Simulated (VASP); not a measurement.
Energy against volume of Si (diamond). Computed with PBE GGA with D4 dispersion, VASP's PBE PAW potentials (set 64) (plane waves; VASP 6.6.1).

```csv
V (Å³/atom),E (eV/atom)
18.684,-5.72873
19.281,-5.74685
19.877,-5.75249
20.473,-5.74755
21.070,-5.73371
```

**Question.** Fit a third-order Birch-Murnaghan equation of state.

**Answer.** 
```json
{
  "volume_per_atom": "19.88 Å³/atom",
  "bulk_modulus": "94.2 GPa",
  "pressure_derivative_of_the_bulk_modulus": "4.60",
  "lattice_constant_a": "5.418 Å"
}
```

Measured: bulk modulus 101 GPa at 0 K (computed value off by -6.5 %), as given by Jianwei Sun et al., Physical Review B (2011), doi:10.1103/physrevb.84.035117 [0 K value with zero-point phonon effects removed]; a 5.421 Å at 0 K (computed value off by -0.1 %), as given by Daniel Mejia-Rodriguez et al., Physical Review B (2018), arXiv:1807.09216 [static lattice: zero-point anharmonic expansion removed].

The compound is Si in the diamond structure. It was relaxed first.
